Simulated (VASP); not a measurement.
Method: PBEsol GGA, VASP's PBE PAW potentials (set 64) (plane waves; VASP 6.6.1).

Input for VASP

POSCAR:
```
WS2
6.7452680
  0.2360817984   0.1363019231   0.9621263380
 -0.2360817984   0.1363019231   0.9621263380
  0.0000000000  -0.2726038461   0.9621263380
W S
1 2
Cartesian
 -0.0000000000   0.0000000000   0.0019338739
  0.0000000000  -0.0000000000   1.1952870727
 -0.0000000000  -0.0000000000   0.7329093593
```

INCAR:
```
ALGO=Normal
EDIFF=1E-6
ENCUT=300
GGA=PS
ISIF=2
ISMEAR=0
LASPH=.TRUE.
LCHARG=.FALSE.
LMAXMIX=6
LREAL=.FALSE.
LWAVE=.FALSE.
NELM=100
PREC=Accurate
SIGMA=0.01
SYSTEM=WS2
```

File KPOINTS:
```
K-points
0
G
8 8 8
```

POTCAR, in this order: W_sv S (PBE.64 set). Program: vasp_std.

Output of the run:

File OUTCAR:
```
 ion  position               nearest neighbor table
   1  0.001  0.001  0.001-   3 2.41   3 2.41   3 2.41   2 2.41   2 2.41   2 2.41
   2  0.414  0.414  0.414-   1 2.41   1 2.41   1 2.41
   3  0.254  0.254  0.254-   1 2.41   1 2.41   1 2.41
  LATTYP: Found a trigonal (rhomboedric) cell.
 ALAT       =     6.7452677306
 COS(alpha) =     0.8885307208
 Subroutine PRICEL returns:
 Original cell was already a primitive cell.
 Subroutine GETGRP returns: Found  6 space group operations
The static configuration has the point symmetry C_3v.
The dynamic configuration has the point symmetry C_3v.
 Subroutine INISYM returns: Found  6 space group operations
 Subroutine IBZKPT returns following result:
 Found     65 irreducible k-points:

 Following reciprocal coordinates:
            Coordinates               Weight
  0.000000  0.000000  0.000000      1.000000
  0.125000 -0.000000  0.000000      6.000000
  0.250000 -0.000000  0.000000      6.000000
  0.375000 -0.000000  0.000000      6.000000
  0.500000 -0.000000  0.000000      3.000000
  0.125000  0.125000  0.000000      6.000000
  0.250000  0.125000  0.000000     12.000000
  0.375000  0.125000  0.000000     12.000000
  0.500000  0.125000 -0.000000     12.000000
 -0.375000  0.125000 -0.000000     12.000000
 -0.250000  0.125000 -0.000000     12.000000
 -0.125000  0.125000  0.000000      6.000000
  0.250000  0.250000  0.000000      6.000000
  0.375000  0.250000  0.000000     12.000000
  0.500000  0.250000  0.000000     12.000000
 -0.375000  0.250000 -0.000000     12.000000
 -0.250000  0.250000  0.000000      6.000000
  0.375000  0.375000  0.000000      6.000000
  0.500000  0.375000  0.000000     12.000000
 -0.375000  0.375000  0.000000      6.000000
  0.500000  0.500000  0.000000      3.000000
  0.125000  0.125000  0.125000      2.000000
  0.250000  0.125000  0.125000      6.000000
  0.375000  0.125000  0.125000      6.000000
  0.500000  0.125000  0.125000      6.000000
 -0.375000  0.125000  0.125000      6.000000
 -0.250000  0.125000  0.125000      6.000000
 -0.125000  0.125000  0.125000      6.000000
  0.250000  0.250000  0.125000      6.000000
  0.375000  0.250000  0.125000     12.000000
  0.500000  0.250000  0.125000     12.000000
 -0.375000  0.250000  0.125000     12.000000
 -0.250000  0.250000  0.125000     12.000000
 -0.125000  0.250000  0.125000     12.000000
  0.375000  0.375000  0.125000      6.000000
  0.500000  0.375000  0.125000     12.000000
 -0.375000  0.375000  0.125000     12.000000
 -0.250000  0.375000  0.125000     12.000000
 -0.125000  0.375000  0.125000     12.000000
  0.500000  0.500000  0.125000      6.000000
   k-points           NKPTS =     65   k-points in BZ     NKDIM =     65   number of bands    NBANDS=     17
   number of dos      NEDOS =    301   number of ions     NIONS =      3
   total plane-waves  NPLWV =  64000
   dimension x,y,z NGX =    40 NGY =   40 NGZ =   40
   dimension x,y,z NGXF=    80 NGYF=   80 NGZF=   80
   ions per type =               1   2
   PREC   = accura    normal or accurate (medium, high low for compatibility)
   ISTART =      0    job   : 0-new  1-cont  2-samecut
   ICHARG =      2    charge: 1-file 2-atom 10-const
   ISPIN  =      1    spin polarized calculation?
   LNONCOLLINEAR =      F non collinear calculations
   LSORBIT =      F    spin-orbit coupling
   INIWAV =      1    electr: 0-lowe 1-rand  2-diag
   ENCUT  =  300.0 eV  22.05 Ry    4.70 a.u.   9.53  9.53  9.53*2*pi/ulx,y,z
   NELM   =    100;   NELMIN=  2; NELMDL= -5     # of ELM steps
   EDIFF  = 0.1E-05   stopping-criterion for ELM
   LREAL  =      F    real-space projection
...
```

### OSZICAR
```
       N       E                     dE             d eps       ncg     rms          rms(c)
DAV:   1     0.143003838876E+03    0.14300E+03   -0.10001E+04  2274   0.103E+03
DAV:   2    -0.203040434152E+02   -0.16331E+03   -0.16091E+03  2825   0.298E+02
DAV:   3    -0.264976102704E+02   -0.61936E+01   -0.61664E+01  2817   0.591E+01
DAV:   4    -0.265803911254E+02   -0.82781E-01   -0.82680E-01  2947   0.712E+00
DAV:   5    -0.265817891519E+02   -0.13980E-02   -0.13979E-02  2843   0.908E-01    0.270E+01
DAV:   6    -0.254426332365E+02    0.11392E+01   -0.68907E+00  2558   0.191E+01    0.112E+01
DAV:   7    -0.253015293947E+02    0.14110E+00   -0.16638E+00  2475   0.736E+00    0.524E+00
DAV:   8    -0.252505895327E+02    0.50940E-01   -0.26792E-01  2553   0.381E+00    0.116E+00
DAV:   9    -0.252497026263E+02    0.88691E-03   -0.12247E-02  2956   0.785E-01    0.488E-01
DAV:  10    -0.252492961827E+02    0.40644E-03   -0.57186E-03  2608   0.595E-01    0.642E-02
DAV:  11    -0.252492621141E+02    0.34069E-04   -0.73210E-04  2341   0.204E-01    0.632E-02
DAV:  12    -0.252492706768E+02   -0.85626E-05   -0.78400E-05  2499   0.741E-02    0.152E-02
DAV:  13    -0.252492800172E+02   -0.93404E-05   -0.21244E-05  2584   0.331E-02    0.660E-03
DAV:  14    -0.252492801159E+02   -0.98672E-07   -0.24953E-06  1969   0.103E-02
   1 F= -.25249280E+02 E0= -.25249280E+02  d E =-.746514E-69
```

**OUTCAR**
```
------------------------ aborting loop because EDIFF is reached ----------------------------------------
  FORCE on cell =-STRESS in cart. coord.  units (eV):
  Direction    XX          YY          ZZ          XY          YZ          ZX
  --------------------------------------------------------------------------------------
  Total       -1.4637401     -1.4637408     -0.5853557      0.0000000      0.0000000      0.0000000
  in kB      -41.1366660    -41.1366861    -16.4507223      0.0000000      0.0000000      0.0000000
  external PRESSURE =     -32.9080248 kB  Pullay stress =       0.0000000 kB
  volume of cell :       57.01
      direct lattice vectors                 reciprocal lattice vectors
     1.592435000  0.919393000  6.489800000     0.313984558  0.181279025  0.051362651
    -1.592435000  0.919393000  6.489800000    -0.313984558  0.181279025  0.051362651
     0.000000000 -1.838786000  6.489800000     0.000000000 -0.362558050  0.051362651
 POSITION                                       TOTAL-FORCE (eV/Angst)
 -----------------------------------------------------------------------------------
      0.00000      0.00000      0.01304         0.000000     -0.000000      0.004701
      0.00000      0.00000      8.06253         0.000000      0.000000     -0.085326
      0.00000      0.00000      4.94367         0.000000     -0.000000      0.080625
 -----------------------------------------------------------------------------------
    total drift:                                0.000000      0.000007      0.000147
  FREE ENERGIE OF THE ION-ELECTRON SYSTEM (eV)
  ---------------------------------------------------
  free  energy   TOTEN  =       -25.2492801159 eV

  energy  without entropy=      -25.2492801159  energy(sigma->0) =      -25.24928012
```
(Selected blocks of OUTCAR.)

At this cut-off the stress carries a Pulay error, which pulls relaxed volumes low.

The structure comes from a computed database's WS2 entry; how it stands against other phases isn't given here. The cell was not relaxed at this level.
